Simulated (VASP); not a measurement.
A cell of SrCl₂ (fluorite) near equilibrium:

```xyz
3
Lattice="0.0000 3.4979 3.4979 3.4979 0.0000 3.4979 3.4979 3.4979 0.0000" Properties=species:S:1:pos:R:3 pbc="T T T"
Sr     0.0000     0.0000     0.0000
Cl     1.7490     1.7490     1.7490
Cl     5.2469     5.2469     5.2469
```

Computed with r2SCAN meta-GGA, VASP's PBE PAW potentials (set 64) (plane waves; VASP).

```
run               ΔE (meV/atom)    σxx    σyy    σzz  largest shear component, with its sign (GPa)  largest force (eV/Å)  gap (eV)
----------------  -------------  -----  -----  -----  --------------------------------------------  --------------------  --------
as it is                    0.0  -0.01  -0.01  -0.01                                          0.00                 0.000      5.94
after one change            6.8   0.64   0.64   2.40                                          0.00                 0.000      5.83
```
Stress is in GPa, positive when the cell is compressed; gaps are those on the k-mesh, and 0.00 means metallic.

Question: What was changed between the two runs?
A. isotropic strain of -4.0 %
B. isotropic strain of -0.5 %
C. uniaxial strain of -3.0 % along z
D. biaxial strain of -0.5 % in the xz plane

Answer: C, uniaxial strain of -3.0 % along z

The compound is SrCl2 in the fluorite structure.
